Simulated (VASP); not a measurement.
Calculation: PBE GGA, VASP's PBE PAW potentials (set 64) (plane waves; VASP).

A VASP calculation is set up with these files.

### KPOINTS
```
kpoints
0
G
  6 6 2
0 0 0
```

### INCAR
```
ALGO=Normal
EDIFF=1E-6
ENCUT=300
GGA=PE
ISIF=2
ISMEAR=0
ISPIN=2
LASPH=.TRUE.
LCHARG=.FALSE.
LMAXMIX=6
LORBIT=11
LREAL=.FALSE.
LWAVE=.FALSE.
MAGMOM=4*3.0
NELM=100
PREC=Accurate
SIGMA=0.136
SYSTEM=Er
```

**POSCAR**
```
Er
1
    3.4259530000     0.0000000000     0.0000000000
   -1.7129760000     2.9669620000     0.0000000000
    0.0000000000     0.0000000000    11.0230250000
Er
4
Direct
  0.0000000000   0.0000000000   0.0000000000
  0.0000000000   0.0000000000   0.5000000000
  0.3333330000   0.6666670000   0.2500000000
  0.6666670000   0.3333330000   0.7500000000
```

POTCAR, in this order: Er (PBE.64 set). Program: vasp_std.

Output of the run:

OSZICAR:
```
...
DAV:  12    -0.316156417556E+02    0.21022E+01   -0.66451E+00  5932   0.191E+01    0.109E+02
DAV:  13    -0.340856138818E+02   -0.24700E+01   -0.23740E+00  6392   0.101E+01    0.117E+02
DAV:  14    -0.335455575897E+02    0.54006E+00   -0.35086E-01  6292   0.357E+00    0.118E+02
DAV:  15    -0.303474885676E+02    0.31981E+01   -0.14152E-01  3834   0.642E+00    0.116E+02
DAV:  16    -0.253295852913E+02    0.50179E+01   -0.44878E-01  4920   0.113E+01    0.110E+02
DAV:  17    -0.274133676128E+02   -0.20838E+01   -0.40744E+01  4330   0.755E+01    0.112E+02
DAV:  18    -0.231985872434E+02    0.42148E+01   -0.26373E+00  4904   0.201E+01    0.104E+02
DAV:  19    -0.222102372998E+02    0.98835E+00   -0.11993E+00  6064   0.658E+00    0.982E+01
DAV:  20    -0.212772565676E+02    0.93298E+00   -0.44791E-01  4432   0.112E+01    0.976E+01
DAV:  21    -0.224916246639E+02   -0.12144E+01   -0.17709E+01  4408   0.301E+01    0.808E+01
DAV:  22    -0.233335838861E+02   -0.84196E+00   -0.14682E+00  5408   0.165E+01    0.784E+01
DAV:  23    -0.218465042944E+02    0.14871E+01   -0.10473E+00  5668   0.985E+00    0.667E+01
DAV:  24    -0.216787945402E+02    0.16771E+00   -0.38138E-01  6248   0.512E+00    0.605E+01
DAV:  25    -0.216036892940E+02    0.75105E-01   -0.21454E-01  5374   0.482E+00    0.569E+01
DAV:  26    -0.218757322627E+02   -0.27204E+00   -0.15981E-01  5012   0.867E+00    0.573E+01
DAV:  27    -0.221757295982E+02   -0.30000E+00   -0.34493E-01  5300   0.685E+00    0.602E+01
DAV:  28    -0.212127267204E+02    0.96300E+00   -0.12164E-01  4716   0.751E+00    0.550E+01
DAV:  29    -0.191439140220E+02    0.20688E+01   -0.39342E+00  4428   0.276E+01    0.164E+01
DAV:  30    -0.193346771631E+02   -0.19076E+00   -0.28781E-01  5532   0.604E+00    0.157E+01
DAV:  31    -0.192822547901E+02    0.52422E-01   -0.10222E-01  5712   0.203E+00    0.157E+01
DAV:  32    -0.191781952444E+02    0.10406E+00   -0.18925E-02  5560   0.224E+00    0.151E+01
DAV:  33    -0.190786612315E+02    0.99534E-01   -0.24815E-02  5268   0.208E+00    0.149E+01
DAV:  34    -0.192790626833E+02   -0.20040E+00   -0.13334E-01  4788   0.416E+00    0.166E+01
DAV:  35    -0.190760268283E+02    0.20304E+00   -0.33657E-01  4296   0.642E+00    0.168E+01
DAV:  36    -0.191949934162E+02   -0.11897E+00   -0.15265E-02  4966   0.127E+00    0.168E+01
DAV:  37    -0.190480776297E+02    0.14692E+00   -0.14220E-02  4482   0.300E+00    0.149E+01
DAV:  38    -0.190041359870E+02    0.43942E-01   -0.26192E-01  4856   0.438E+00    0.131E+01
DAV:  39    -0.191227319788E+02   -0.11860E+00   -0.68814E-02  5182   0.214E+00    0.130E+01
DAV:  40    -0.190622347188E+02    0.60497E-01   -0.32943E-02  5386   0.324E+00    0.120E+01
DAV:  41    -0.190245057841E+02    0.37729E-01   -0.23911E-02  5728   0.246E+00    0.117E+01
DAV:  42    -0.190176414236E+02    0.68644E-02   -0.15241E-01  5096   0.448E+00    0.125E+01
DAV:  43    -0.190977813917E+02   -0.80140E-01   -0.14677E-01  5368   0.371E+00    0.218E+01
DAV:  44    -0.191739970012E+02   -0.76216E-01   -0.51965E-02  5748   0.196E+00    0.237E+01
DAV:  45    -0.192081089475E+02   -0.34112E-01   -0.63683E-02  5364   0.186E+00    0.293E+01
DAV:  46    -0.191653993901E+02    0.42710E-01   -0.25259E-02  5348   0.205E+00    0.261E+01
DAV:  47    -0.191790310198E+02   -0.13632E-01   -0.74286E-03  6282   0.622E-01    0.258E+01
DAV:  48    -0.191831980523E+02   -0.41670E-02   -0.12593E-03  6334   0.235E-01    0.257E+01
DAV:  49    -0.191864624209E+02   -0.32644E-02   -0.10277E-01  4400   0.220E+00    0.269E+01
DAV:  50    -0.191921859978E+02   -0.57236E-02   -0.15536E-01  4208   0.371E+00    0.201E+01
DAV:  51    -0.209004352738E+02   -0.17082E+01   -0.29131E+00  4692   0.222E+01    0.446E+01
DAV:  52    -0.197567652060E+02    0.11437E+01   -0.13696E+00  4656   0.188E+01    0.195E+01
DAV:  53    -0.197290471197E+02    0.27718E-01   -0.55055E-01  4850   0.107E+01    0.134E+01
DAV:  54    -0.197274605387E+02    0.15866E-02   -0.17205E-01  5456   0.451E+00    0.131E+01
DAV:  55    -0.197352600557E+02   -0.77995E-02   -0.55855E-02  5882   0.260E+00    0.136E+01
DAV:  56    -0.200964283725E+02   -0.36117E+00   -0.54599E-01  4040   0.149E+01    0.165E+01
DAV:  57    -0.201627983131E+02   -0.66370E-01   -0.16453E-01  4954   0.643E+00    0.184E+01
DAV:  58    -0.201381432207E+02    0.24655E-01   -0.12531E-01  4810   0.692E+00    0.227E+01
DAV:  59    -0.196344391491E+02    0.50370E+00   -0.17307E-01  4904   0.103E+01    0.229E+01
DAV:  60    -0.186269057705E+02    0.10075E+01   -0.54819E-01  4960   0.171E+01    0.122E+01
DAV:  61    -0.196388395905E+02   -0.10119E+01   -0.39222E+00  4888   0.197E+01    0.391E+01
DAV:  62    -0.199244479787E+02   -0.28561E+00   -0.32006E-01  5008   0.838E+00    0.346E+01
DAV:  63    -0.198200704381E+02    0.10438E+00   -0.13602E-01  5212   0.697E+00    0.373E+01
DAV:  64    -0.198144444183E+02    0.56260E-02   -0.75118E-02  5770   0.245E+00    0.387E+01
DAV:  65    -0.198082135725E+02    0.62308E-02   -0.32593E-02  6198   0.109E+00    0.390E+01
DAV:  66    -0.202425751882E+02   -0.43436E+00   -0.39695E-01  4168   0.112E+01    0.530E+01
DAV:  67    -0.206270517531E+02   -0.38448E+00   -0.13716E-01  5300   0.346E+00    0.558E+01
DAV:  68    -0.204543515791E+02    0.17270E+00   -0.51673E-02  6122   0.139E+00    0.558E+01
DAV:  69    -0.208515593136E+02   -0.39721E+00   -0.12666E-02  4550   0.196E+00    0.550E+01
DAV:  70    -0.209643813682E+02   -0.11282E+00   -0.14146E-02  4682   0.137E+00    0.540E+01
DAV:  71    -0.193322976346E+02    0.16321E+01   -0.43208E-01  4148   0.926E+00    0.597E+01
DAV:  72    -0.176523569385E+02    0.16799E+01   -0.14046E-01  4746   0.449E+00    0.581E+01
DAV:  73    -0.173809118823E+02    0.27145E+00   -0.73259E-02  5054   0.156E+00    0.581E+01
DAV:  74    -0.183293468695E+02   -0.94843E+00   -0.74815E-02  4260   0.203E+00    0.572E+01
DAV:  75    -0.193133899892E+02   -0.98404E+00   -0.57537E-02  4268   0.288E+00    0.561E+01
DAV:  76    -0.199629568220E+02   -0.64957E+00   -0.60213E-01  4156   0.132E+01    0.383E+01
DAV:  77    -0.207669934427E+02   -0.80404E+00   -0.21674E-01  4964   0.689E+00    0.373E+01
DAV:  78    -0.213273152353E+02   -0.56032E+00   -0.22593E-01  5396   0.442E+00    0.431E+01
DAV:  79    -0.215065577096E+02   -0.17924E+00   -0.19183E-01  5274   0.333E+00    0.500E+01
DAV:  80    -0.216671769456E+02   -0.16062E+00   -0.70526E-02  5400   0.295E+00    0.533E+01
DAV:  81    -0.196553272982E+02    0.20118E+01   -0.48564E+00  4360   0.199E+01    0.272E+01
DAV:  82    -0.196403447860E+02    0.14983E-01   -0.65847E-01  4902   0.117E+01    0.129E+01
DAV:  83    -0.193242337970E+02    0.31611E+00   -0.76708E-01  5294   0.739E+00    0.807E+00
DAV:  84    -0.194095369784E+02   -0.85303E-01   -0.13805E-01  5674   0.526E+00    0.800E+00
DAV:  85    -0.194937771929E+02   -0.84240E-01   -0.68747E-02  5564   0.454E+00    0.716E+00
DAV:  86    -0.199481006856E+02   -0.45432E+00   -0.66521E-01  4514   0.134E+01    0.295E+01
DAV:  87    -0.196374574573E+02    0.31064E+00   -0.14173E-01  4832   0.527E+00    0.196E+01
DAV:  88    -0.196140862087E+02    0.23371E-01   -0.65245E-02  5582   0.331E+00    0.165E+01
DAV:  89    -0.195899677492E+02    0.24118E-01   -0.96899E-02  5556   0.264E+00    0.145E+01
DAV:  90    -0.195779398439E+02    0.12028E-01   -0.61523E-02  5328   0.350E+00    0.130E+01
DAV:  91    -0.197297347156E+02   -0.15179E+00   -0.43439E-01  4664   0.899E+00    0.216E+01
DAV:  92    -0.194957893036E+02    0.23395E+00   -0.28648E-01  4532   0.923E+00    0.149E+01
DAV:  93    -0.195811734673E+02   -0.85384E-01   -0.42370E-02  5398   0.216E+00    0.161E+01
DAV:  94    -0.195937801159E+02   -0.12607E-01   -0.40371E-02  5476   0.176E+00    0.198E+01
DAV:  95    -0.195682694752E+02    0.25511E-01   -0.10616E-02  5828   0.823E-01    0.203E+01
DAV:  96    -0.195077597953E+02    0.60510E-01   -0.15321E-02  4588   0.147E+00    0.183E+01
DAV:  97    -0.195274875530E+02   -0.19728E-01   -0.25347E-03  5446   0.541E-01    0.186E+01
DAV:  98    -0.195294713163E+02   -0.19838E-02   -0.12765E-03  6456   0.178E-01    0.186E+01
DAV:  99    -0.195305746644E+02   -0.11033E-02   -0.80380E-05  6184   0.903E-02    0.187E+01
DAV: 100    -0.195457122069E+02   -0.15138E-01   -0.19836E-03  4636   0.409E-01
   1 F= -.19545712E+02 E0= -.19390587E+02  d E =-.310251E+00  mag=    10.5460
```

File OUTCAR:
```
------------------------ aborting loop EDIFF was not reached (unconverged)  ----------------------------
  FORCE on cell =-STRESS in cart. coord.  units (eV):
  Direction    XX          YY          ZZ          XY          YZ          ZX
  --------------------------------------------------------------------------------------
  Total        5.7422373      5.7422360      9.2979379      0.0000010     -0.0000000     -0.0000000
  in kB       82.1102816     82.1102633    132.9545016      0.0000138     -0.0000000     -0.0000000
  external PRESSURE =      99.0583489 kB  Pullay stress =       0.0000000 kB
  volume of cell :      112.05
      direct lattice vectors                 reciprocal lattice vectors
     3.425953000  0.000000000  0.000000000     0.291889585  0.168522500  0.000000000
    -1.712976000  2.966962000  0.000000000     0.000000000  0.337045099  0.000000000
     0.000000000  0.000000000 11.023025000     0.000000000  0.000000000  0.090719199
 POSITION                                       TOTAL-FORCE (eV/Angst)
 -----------------------------------------------------------------------------------
      0.00000      0.00000      0.00000         0.000000      0.000000      0.000000
      0.00000      0.00000      5.51151         0.000000      0.000000      0.000000
     -0.00000      1.97798      2.75576        -0.000000      0.000000     -0.000000
      1.71298      0.98899      8.26727         0.000000      0.000000      0.000000
 -----------------------------------------------------------------------------------
    total drift:                                0.000000     -0.000000      0.000000
  FREE ENERGIE OF THE ION-ELECTRON SYSTEM (eV)
  ---------------------------------------------------
  free  energy   TOTEN  =       -19.5457122069 eV

  energy  without entropy=      -19.2354614752  energy(sigma->0) =      -19.39058684

 total charge

# of ion       s       p       d       f       tot
--------------------------------------------------
    1        2.147   5.735   0.479  11.823  20.185
    2        2.147   5.735   0.479  11.823  20.185
    3        2.147   5.741   0.450  10.790  19.129
    4        2.147   5.741   0.450  10.790  19.129
--------------------------------------------------
tot          8.589  22.952   1.859  45.228  78.629

 magnetization (x)

# of ion       s       p       d       f       tot
--------------------------------------------------
    1        0.006  -0.003   0.121   1.962   2.086
    2        0.006  -0.003   0.121   1.962   2.086
    3        0.005  -0.001   0.084   2.955   3.043
    4        0.005  -0.001   0.084   2.955   3.043
--------------------------------------------------
tot          0.022  -0.007   0.409   9.835  10.258
```
(Selected blocks of OUTCAR.)

File stdout:
```
...
DAV:  81    -0.196553272982E+02    0.20118E+01   -0.48564E+00  4360   0.199E+01    0.272E+01
DAV:  82    -0.196403447860E+02    0.14983E-01   -0.65847E-01  4902   0.117E+01    0.129E+01
DAV:  83    -0.193242337970E+02    0.31611E+00   -0.76708E-01  5294   0.739E+00    0.807E+00
DAV:  84    -0.194095369784E+02   -0.85303E-01   -0.13805E-01  5674   0.526E+00    0.800E+00
DAV:  85    -0.194937771929E+02   -0.84240E-01   -0.68747E-02  5564   0.454E+00    0.716E+00
DAV:  86    -0.199481006856E+02   -0.45432E+00   -0.66521E-01  4514   0.134E+01    0.295E+01
DAV:  87    -0.196374574573E+02    0.31064E+00   -0.14173E-01  4832   0.527E+00    0.196E+01
DAV:  88    -0.196140862087E+02    0.23371E-01   -0.65245E-02  5582   0.331E+00    0.165E+01
DAV:  89    -0.195899677492E+02    0.24118E-01   -0.96899E-02  5556   0.264E+00    0.145E+01
DAV:  90    -0.195779398439E+02    0.12028E-01   -0.61523E-02  5328   0.350E+00    0.130E+01
DAV:  91    -0.197297347156E+02   -0.15179E+00   -0.43439E-01  4664   0.899E+00    0.216E+01
DAV:  92    -0.194957893036E+02    0.23395E+00   -0.28648E-01  4532   0.923E+00    0.149E+01
DAV:  93    -0.195811734673E+02   -0.85384E-01   -0.42370E-02  5398   0.216E+00    0.161E+01
DAV:  94    -0.195937801159E+02   -0.12607E-01   -0.40371E-02  5476   0.176E+00    0.198E+01
DAV:  95    -0.195682694752E+02    0.25511E-01   -0.10616E-02  5828   0.823E-01    0.203E+01
DAV:  96    -0.195077597953E+02    0.60510E-01   -0.15321E-02  4588   0.147E+00    0.183E+01
DAV:  97    -0.195274875530E+02   -0.19728E-01   -0.25347E-03  5446   0.541E-01    0.186E+01
DAV:  98    -0.195294713163E+02   -0.19838E-02   -0.12765E-03  6456   0.178E-01    0.186E+01
DAV:  99    -0.195305746644E+02   -0.11033E-02   -0.80380E-05  6184   0.903E-02    0.187E+01
DAV: 100    -0.195457122069E+02   -0.15138E-01   -0.19836E-03  4636   0.409E-01

 -----------------------------------------------------------------------------
|                                                                             |
|           W    W    AA    RRRRR   N    N  II  N    N   GGGG   !!!           |
|           W    W   A  A   R    R  NN   N  II  NN   N  G    G  !!!           |
|           W    W  A    A  R    R  N N  N  II  N N  N  G       !!!           |
|           W WW W  AAAAAA  RRRRR   N  N N  II  N  N N  G  GGG   !            |
|           WW  WW  A    A  R   R   N   NN  II  N   NN  G    G                |
|           W    W  A    A  R    R  N    N  II  N    N   GGGG   !!!           |
|                                                                             |
|     The electronic self-consistency was not achieved in the given           |
|     number of steps (NELM). The forces and other quantities evaluated       |
|     might not be reliable so examine the results carefully. If you find     |
|     spurious results, we suggest increasing NELM, if you were close to      |
|     convergence or switching to a different ALGO or adjusting the           |
|     density mixing parameters otherwise.                                    |
|                                                                             |
 -----------------------------------------------------------------------------

   1 F= -.19545712E+02 E0= -.19390587E+02  d E =-.310251E+00  mag=    10.5460
```

The run did not converge; its last values are not results.

At this cut-off the stress carries a Pulay error, which pulls relaxed volumes low.

The structure was generated: Er was put into an ordered model structure, which need not be its known phase. The cell was not relaxed at this level, and its volume differs by -5.9 % from the start's. The k-mesh is coarse (spacing up to 0.35 per Å, 2π included), so the numbers may not be converged in it.
